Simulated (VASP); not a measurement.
Al, 1 atom in the cell. Symmetry: Fm-3m, No. 225, cubic system. The conventional cell has a = 4.080 Å, b = 4.080 Å, c = 4.080 Å, α = 90.00°, β = 90.00°, γ = 90.00°. Al (site symmetry m-3m) is surrounded by 12 Al at 2.88 Å.  The cell isn't the ideal one: a relaxed cell with its volume scaled by 1.03.

* Program: VASP 6.6.1
* Task: single point
* Functional: PBE
* Potentials or basis: VASP PAW PBE potentials, release 64 (Al)
* Cutoff: 520 eV
* k mesh: 18 × 18 × 18
* Occupations: methfessel-paxton, width 0.2 eV
* Spin: no spin polarisation
* Further INCAR settings: ALGO = Normal; EDIFF = 1e-07

Potentials or basis: VASP PAW PBE potentials, release 64 (Al).

Command:

```bash
$ cat potpaw_PBE.64/Al/POTCAR > POTCAR
$ mpirun -np 1 vasp_std > vasp.out
```

Hardware: 1 thread of Intel(R) Xeon(R) Platinum 8488C (Sapphire Rapids), with other jobs on the host.

Problem. Estimate the wall time of this run.

Solution. Wall time 8.2 s on 1 thread of Intel(R) Xeon(R) Platinum 8488C (Sapphire Rapids), with other jobs on the host, peak memory 0.13 GiB. Counts: scf iterations 11, k points 195.
